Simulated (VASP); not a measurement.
# K4C (P6/mmm) in VASP: a series of runs, part 2 of 3

VASP 6.6.1. The steps go on from the part before.

### Step 3. Relaxation of cell and atoms, PBE (random cell by space group and Wyckoff sites (P6/mmm, No. 191))

INCAR

```
PREC     = Accurate       # precision mode
ENCUT    = 600            # plane-wave cutoff, eV
EDIFF    = 1E-7           # SCF threshold, eV
ISMEAR   = 0              # smearing method
SIGMA    = 0.1            # smearing width, eV
LREAL    = False          # projectors in reciprocal space
LASPH    = True           # aspherical terms in the spheres
NELM     = 100            # most SCF steps
ALGO     = Normal         # electronic algorithm
ISIF     = 3              # what is computed and relaxed
LWAVE    = False          # write WAVECAR
LCHARG   = False          # write CHGCAR
GGA      = PE             # functional
IBRION   = 2              # ionic algorithm
NSW      = 100            # ionic steps
EDIFFG   = -0.01          # ionic threshold
```

KPOINTS

```
regular mesh
0
Gamma
  6 6 8
```

POSCAR

```
K4C
1.0
    7.2101312044      0.0000000000      0.0000000000
   -3.6050656022      6.2441567877      0.0000000000
    0.0000000000      0.0000000000      5.4658363441
K C
4 1
Direct
    0.5000000000      0.0000000000      0.5000000000
    0.0000000000      0.5000000000      0.5000000000
    0.5000000000      0.5000000000      0.5000000000
    0.0000000000      0.0000000000      0.0000000000
    0.0000000000      0.0000000000      0.5000000000
```

Potentials or basis: VASP PAW PBE potentials, release 64 (K_sv, C).

On the command line:

```console
$ cat potpaw_PBE.64/K_sv/POTCAR potpaw_PBE.64/C/POTCAR > POTCAR
$ mpirun -np 1 vasp_std > vasp.out
```

OUTCAR:

```text
PREC = Accurate
   ENCUT = 600
   EDIFF = 1E-7
   ISMEAR = 0
   LREAL = False
   LASPH = True
   NELM = 100
   ISIF = 3
   GGA = PE
   IBRION = 2
   NSW = 100
   EDIFFG = -0.01

 ion  position               nearest neighbor table
   1  0.500  0.000  0.500-   2 3.61   3 3.61   3 3.61   2 3.61
   2  0.000  0.500  0.500-   3 3.61   3 3.61   1 3.61   1 3.61
   3  0.500  0.500  0.500-   2 3.61   2 3.61   1 3.61   1 3.61
   4  0.000  0.000  0.000-   5 2.73   5 2.73
   5  0.000  0.000  0.500-   4 2.73   4 2.73

  LATTYP: Found a hexagonal cell.
 ALAT       =     7.2101312044
 C/A-ratio  =     0.7580772373

  Lattice vectors:

 A1 = (   7.2101312044,   0.0000000000,   0.0000000000)
 A2 = (  -3.6050656022,   6.2441567877,   0.0000000000)
[... 308 lines left out ...]
  ---------------------------------------------------
  free energy    TOTEN  =        -8.06033887 eV

  energy without entropy =       -8.04539128  energy(sigma->0) =       -8.05286508

 E-fermi :   0.2259     XC(G=0):  -6.2744

 val. band max:        0.2215781643   @ k =   0.1667   0.0000   0.2500
 cond. band min:       0.2550844635   @ k =   0.3333   0.1667   0.0000
 fundamental gap:      0.0335062992
 Fermi energy:         0.2259495842

 k-point     1 :       0.0000    0.0000    0.0000
  band No.  band energies     occupation
      1     -32.0134      2.00000
      2     -31.9611      2.00000
      3     -31.9611      2.00000
      4     -30.3281      2.00000
      5     -15.9148      2.00000
      6     -15.5611      2.00000
[... 637 lines left out ...]
     23       1.2337      0.00000
     24       2.2252      0.00000

 [... further k-points ...]

------------------------ aborting loop because EDIFF is reached ----------------------------------------

  FORCE on cell =-STRESS in cart. coord.  units (eV):
  Direction    XX          YY          ZZ          XY          YZ          ZX
  --------------------------------------------------------------------------------------
  -------------------------------------------------------------------------------------
  Total        0.0442257      0.0442257      0.0331277      0.0000000     -0.0000000      0.0000000
  in kB        0.2891458      0.2891458      0.2165874      0.0000000     -0.0000000      0.0000000
  external PRESSURE =       0.2649597 kB  Pullay stress =       0.0000000 kB
[... 20 lines left out ...]
  FREE ENERGIE OF THE ION-ELECTRON SYSTEM (eV)
  ---------------------------------------------------
  free  energy   TOTEN  =        -8.0603388683 eV

  energy  without entropy=       -8.0453912837  energy(sigma->0) =       -8.05286508

 reached required accuracy - stopping structural energy minimisation
```

OSZICAR:

```text
N       E                     dE             d eps       ncg     rms          rms(c)
DAV:   1     0.328482288323E+03    0.32848E+03   -0.18730E+04  1680   0.156E+03
[... 41 lines left out ...]
DAV:   2    -0.806088480313E+01    0.10581E-02   -0.21454E-03  2120   0.248E-01    0.125E-01
DAV:   3    -0.806055664594E+01    0.32816E-03   -0.28210E-03  1968   0.153E-01    0.909E-02
DAV:   4    -0.806033949284E+01    0.21715E-03   -0.19126E-03  2224   0.103E-01    0.515E-02
DAV:   5    -0.806033635988E+01    0.31330E-05   -0.11621E-04  2232   0.369E-02    0.933E-03
DAV:   6    -0.806033772761E+01   -0.13677E-05   -0.53827E-06  2160   0.118E-02    0.394E-03
DAV:   7    -0.806033878617E+01   -0.10586E-05   -0.36874E-07  1528   0.316E-03    0.878E-04
DAV:   8    -0.806033886834E+01   -0.82171E-07   -0.12984E-07  1240   0.151E-03
   4 F= -.80603389E+01 E0= -.80528651E+01  d E =-.192295E-02
```

Run time: 7.4 min. Hardware: 1 thread of Intel Xeon Platinum 8488C (Sapphire Rapids), shared host; peak memory 0.58 GiB.

Results:

```yaml
Free_energy: -8.0603 eV
Relaxed_volume: 49.01 Å³/atom
Relaxed_cell: a = 7.239 Å, b = 7.239 Å, c = 5.399 Å, α = 90.00°, β = 90.00°, γ = 120.00°
Space_group_after_relaxing_to_0.05_Å: P6/mmm (No. 191)
Energy_gained_by_relaxing: 0.4 meV/atom
Ionic_steps: 4
Pressure_after_relaxing: 0.0 GPa
Band_gap_on_the_k_mesh: none (metal or under the smearing width)
```

Step by step:
```csv
step,energy change (eV),largest force (eV/Å),pressure (GPa),volume (Å³)
1,0.0000,0.0000,-0.02,246.08
2,-0.0007,0.0000,-0.01,245.88
3,-0.0018,0.0000,0.02,245.28
4,-0.0019,0.0000,0.03,245.06
```

Final structure:
```
CELL_PARAMETERS angstrom
7.23948 0.00000 0.00000
-3.61974 6.26957 0.00000
0.00000 0.00000 5.39912
ATOMIC_POSITIONS crystal
K 0.50000 0.00000 0.50000
K 0.00000 0.50000 0.50000
K 0.50000 0.50000 0.50000
K 0.00000 0.00000 0.00000
C 0.00000 0.00000 0.50000
```

### Step 4. Single point, PBE (random cell by space group and Wyckoff sites (P6/mmm, No. 191))

INCAR

```
PREC     = Accurate       # precision mode
ENCUT    = 520            # plane-wave cutoff, eV
EDIFF    = 1E-6           # SCF threshold, eV
ISMEAR   = 0              # smearing method
SIGMA    = 0.1            # smearing width, eV
LREAL    = False          # projectors in reciprocal space
LASPH    = True           # aspherical terms in the spheres
NELM     = 60             # most SCF steps
ALGO     = Normal         # electronic algorithm
ISIF     = 2              # what is computed and relaxed
LWAVE    = False          # write WAVECAR
LCHARG   = True           # write CHGCAR
GGA      = PE             # functional
LELF     = True           # ELF
LVHAR    = True         
NBANDS   = 28             # bands
```

KPOINTS

```
regular mesh
0
Gamma
  3 3 4
```

POSCAR is that of step 3.

Potentials or basis: VASP PAW PBE potentials, release 64 (K_sv, C).

On the command line:

```console
$ cat potpaw_PBE.64/K_sv/POTCAR potpaw_PBE.64/C/POTCAR > POTCAR
$ mpirun -np 1 vasp_std > vasp.out
```

OUTCAR:

```text
PREC = Accurate
   ENCUT = 520
   EDIFF = 1E-6
   ISMEAR = 0
   LREAL = False
   LASPH = True
   NELM = 60
   ISIF = 2
   GGA = PE

 ion  position               nearest neighbor table
   1  0.500  0.000  0.500-   2 3.61   3 3.61   3 3.61   2 3.61
   2  0.000  0.500  0.500-   3 3.61   3 3.61   1 3.61   1 3.61
   3  0.500  0.500  0.500-   2 3.61   2 3.61   1 3.61   1 3.61
   4  0.000  0.000  0.000-   5 2.73   5 2.73
   5  0.000  0.000  0.500-   4 2.73   4 2.73

  LATTYP: Found a hexagonal cell.
 ALAT       =     7.2101312044
 C/A-ratio  =     0.7580772373

  Lattice vectors:

 A1 = (   7.2101312044,   0.0000000000,   0.0000000000)
 A2 = (  -3.6050656022,   6.2441567877,   0.0000000000)
 A3 = (   0.0000000000,   0.0000000000,   5.4658363441)

Analysis of symmetry for initial positions (statically):
=====================================================================
 Subroutine PRICEL returns:
 Original cell was already a primitive cell.

 Routine SETGRP: Setting up the symmetry group for a
 hexagonal supercell.

 Subroutine GETGRP returns: Found 24 space group operations
 (whereof 24 operations were pure point group operations)
 out of a pool of 24 trial point group operations.

The static configuration has the point symmetry D_6h.

Analysis of symmetry for dynamics (positions and initial velocities):
=====================================================================
 Subroutine PRICEL returns:
 Original cell was already a primitive cell.

 Routine SETGRP: Setting up the symmetry group for a
 hexagonal supercell.

 Subroutine GETGRP returns: Found 24 space group operations
 (whereof 24 operations were pure point group operations)
 out of a pool of 24 trial point group operations.

The dynamic configuration has the point symmetry D_6h.

 Subroutine INISYM returns: Found 24 space group operations
 (whereof 24 operations are pure point group operations),
[... 106 lines left out ...]
     AMIX_MAG =   1.60;   BMIX_MAG =  1.00
  volume/ion in A,a.u.               =      49.22       332.12
  Fermi-wavevector in a.u.,A,eV,Ry     =   0.893450  1.688376 10.860892  0.798253
  Thomas-Fermi vector in A             =   2.015529
   LORBIT       =      0    0 simple, 1 ext, 2 COOP (PROOUT), +10 PAW based schemes
   GGA     = PE    functional components
   LHFCALC =     F    Hartree Fock is set to
   AEXX    =    0.0000 exact exchange contribution
   IVDW    =     0    specifies the selected vdW correction
   LEPSILON=     F    determine dielectric tensor
   LRPA    =     F    only Hartree local field effects (RPA)
 non-spin polarized calculation
 Gauss-broadening in eV      SIGMA  =   0.10
  energy-cutoff  :      520.00
  volume of cell :      246.08
 maximum number of plane-waves:      6663
 NGX is ok and might be reduce to    54
   NGX = 27   NGY = 27   NGZ = 21

 number of electron      40.0000003 magnetization

 Free energy of the ion-electron system (eV)
  ---------------------------------------------------
  ext. energy  EPLUGINS =         0.00000000
  ---------------------------------------------------
  free energy    TOTEN  =        -8.06627125 eV

  energy without entropy =       -8.05846536  energy(sigma->0) =       -8.06236830

 E-fermi :   0.1501     XC(G=0):  -6.2591

 val. band max:        0.1079690492   @ k =   0.0000   0.0000   0.2500
 cond. band min:       0.3202015385   @ k =   0.3333   0.0000   0.2500
 fundamental gap:      0.2122324894
 Fermi energy:         0.1501259348

 k-point     1 :       0.0000    0.0000    0.0000
  band No.  band energies     occupation
      1     -32.0284      2.00000
      2     -31.9736      2.00000
      3     -31.9736      2.00000
      4     -30.3665      2.00000
      5     -15.9423      2.00000
      6     -15.5771      2.00000
[... 268 lines left out ...]
     27       3.1828      0.00000
     28       3.2616      0.00000

------------------------ aborting loop because EDIFF is reached ----------------------------------------

  FORCE on cell =-STRESS in cart. coord.  units (eV):
  Direction    XX          YY          ZZ          XY          YZ          ZX
  --------------------------------------------------------------------------------------
  -------------------------------------------------------------------------------------
  Total        0.0151408      0.0151408     -0.0699591      0.0000000      0.0000000      0.0000000
  in kB        0.0985793      0.0985793     -0.4554924      0.0000000      0.0000000      0.0000000
  external PRESSURE =      -0.0861113 kB  Pullay stress =       0.0000000 kB

 VOLUME and BASIS-vectors are now :
 -----------------------------------------------------------------------------
  energy-cutoff  :      520.00
  volume of cell :      246.08
      direct lattice vectors                 reciprocal lattice vectors
     7.210131204  0.000000000  0.000000000     0.138693731  0.080074863  0.000000000
    -3.605065602  6.244156788  0.000000000     0.000000000  0.160149726  0.000000000
     0.000000000  0.000000000  5.465836344     0.000000000  0.000000000  0.182954618

 POSITION                                       TOTAL-FORCE (eV/Angst)
 -----------------------------------------------------------------------------------
      3.60507      0.00000      2.73292        -0.000000      0.000000      0.000000
     -1.80253      3.12208      2.73292         0.000000      0.000000      0.000000
      1.80253      3.12208      2.73292         0.000000      0.000000      0.000000
      0.00000      0.00000      0.00000         0.000000      0.000000      0.000000
      0.00000      0.00000      2.73292         0.000000      0.000000      0.000000
 -----------------------------------------------------------------------------------
    total drift:                                0.000000      0.000000      0.000000

  FREE ENERGIE OF THE ION-ELECTRON SYSTEM (eV)
  ---------------------------------------------------
  free  energy   TOTEN  =        -8.0662712462 eV

  energy  without entropy=       -8.0584653569  energy(sigma->0) =       -8.06236830
```

OSZICAR:

```text
N       E                     dE             d eps       ncg     rms          rms(c)
DAV:   1     0.293926577701E+03    0.29393E+03   -0.17475E+04   504   0.120E+03
DAV:   2     0.150063751607E+02   -0.27892E+03   -0.27375E+03   540   0.340E+02
DAV:   3    -0.137985820772E+02   -0.28805E+02   -0.28409E+02   780   0.814E+01
DAV:   4    -0.150178646328E+02   -0.12193E+01   -0.12181E+01   720   0.163E+01
DAV:   5    -0.150716569302E+02   -0.53792E-01   -0.53787E-01   804   0.272E+00    0.133E+01
DAV:   6    -0.136126926307E+02    0.14590E+01   -0.16826E+02   596   0.156E+01    0.155E+01
DAV:   7    -0.827858868849E+01    0.53341E+01   -0.18988E+01   624   0.526E+00    0.455E+00
DAV:   8    -0.825699219282E+01    0.21596E-01   -0.13544E+00   608   0.258E+00    0.318E+00
DAV:   9    -0.814526409281E+01    0.11173E+00   -0.14119E+00   660   0.175E+00    0.216E+00
DAV:  10    -0.807490870109E+01    0.70355E-01   -0.10423E+00   660   0.112E+00    0.700E-01
DAV:  11    -0.806589535797E+01    0.90133E-02   -0.10602E-01   620   0.444E-01    0.165E-01
DAV:  12    -0.806718478606E+01   -0.12894E-02   -0.83056E-03   636   0.192E-01    0.242E-01
DAV:  13    -0.806626037042E+01    0.92442E-03   -0.50237E-03   592   0.122E-01    0.320E-02
DAV:  14    -0.806627932606E+01   -0.18956E-04   -0.19395E-04   752   0.376E-02    0.153E-02
DAV:  15    -0.806627518103E+01    0.41450E-05   -0.10147E-04   576   0.173E-02    0.137E-02
DAV:  16    -0.806627137222E+01    0.38088E-05   -0.25929E-05   508   0.769E-03    0.179E-03
DAV:  17    -0.806627124621E+01    0.12600E-06   -0.53095E-07   376   0.264E-03
   1 F= -.80662712E+01 E0= -.80623683E+01  d E =-.780589E-02
```

Run time: 55 s. Hardware: 1 thread of Intel Xeon Platinum 8488C (Sapphire Rapids), shared host; peak memory 0.34 GiB.

What came out:

```
Free energy            : -8.0663 eV
Pressure               : 0.0 GPa
Band gap on the k mesh : none (metal or under the smearing width)
```

### Step 5. Relaxation of cell and atoms, PBE (random cell by space group and Wyckoff sites (P6/mmm, No. 191))

INCAR

```
PREC = Accurate ; ENCUT = 600
EDIFF = 1E-6 ; ISMEAR = 0
SIGMA = 0.1 ; LREAL = False
LASPH = True ; NELM = 60
ALGO = Normal ; ISIF = 3
LWAVE = False ; LCHARG = False
GGA = PE ; IBRION = 2
NSW = 90 ; EDIFFG = -0.04
```

KPOINTS

```
Automatic mesh
0
Gamma
  3 3 4
```

POSCAR: that of step 4 with these lines changed.

```diff
@@ -2,5 +2,5 @@
 1.0
-    7.2101312044      0.0000000000      0.0000000000
-   -3.6050656022      6.2441567877      0.0000000000
-    0.0000000000      0.0000000000      5.4658363441
+    6.5854810200      0.0000000000      0.0000000000
+   -3.2927405100      5.7031938600      0.0000000000
+    0.0000000000      0.0000000000      4.7840661600
 K C
```

On the command line:

```console
$ cat potpaw_PBE.64/K_sv/POTCAR potpaw_PBE.64/C/POTCAR > POTCAR
$ mpirun -np 1 vasp_std > vasp.out
```

Run time: 2.9 min. Hardware: 1 thread of Intel Xeon Platinum 8488C (Sapphire Rapids), shared host; peak memory 0.36 GiB.

It converged, with:

- Free energy: -8.0569 eV
- Relaxed volume: 48.75 Å³/atom
- Relaxed cell: a = 7.160 Å, b = 7.160 Å, c = 5.490 Å, α = 90.00°, β = 90.00°, γ = 120.00°
- Space group after relaxing (to 0.05 Å): P6/mmm (No. 191)
- Energy gained by relaxing: 120.6 meV/atom
- Ionic steps: 6
- Pressure after relaxing: 0.0 GPa
- Band gap on the k mesh: none (metal or under the smearing width)

Stress tensor (GPa, compression positive):
```
 0.09  0.00  0.00
 0.00  0.09  0.00
 0.00  0.00 -0.11
```

The path:
```tsv
step	energy change (eV)	largest force (eV/Å)	pressure (GPa)	volume (Å³)
1	0.0000	0.0000	3.51	179.68
2	-0.3767	0.0000	1.85	200.91
3	-0.5918	0.0000	0.33	233.42
4	-0.6010	0.0000	0.09	241.19
5	-0.6014	0.0000	0.04	243.15
6	-0.6028	0.0000	0.03	243.77
```

Final structure:
```xyz
5
Lattice="7.1604 0.0000 0.0000 -3.5802 6.2011 0.0000 0.0000 0.0000 5.4901" Properties=species:S:1:pos:R:3 pbc="T T T"
K     3.5802    0.0000    2.7451
K     5.3703    3.1005    2.7451
K     1.7901    3.1005    2.7451
K    -3.5802    6.2011    5.4901
C    -3.5802    6.2011    2.7451
```

Levels at points of the mesh, in eV from the Fermi level:
```
           k point  band 18  band 19  band 20  band 21  band 22  band 23
(0.00, 0.00, 0.00)    -1.56    -0.08    -0.08     0.45     1.56     1.56
(0.00, 0.00, 0.50)    -0.94    -0.23    -0.14    -0.14     0.39     1.40
```

Caveat: the k mesh is coarse (spacing up to 0.37 Å⁻¹), so the values aren't converged; the volume moved by over 15 % at a fixed basis, so the end points are rough.

(Continued in part 3 of 3.)
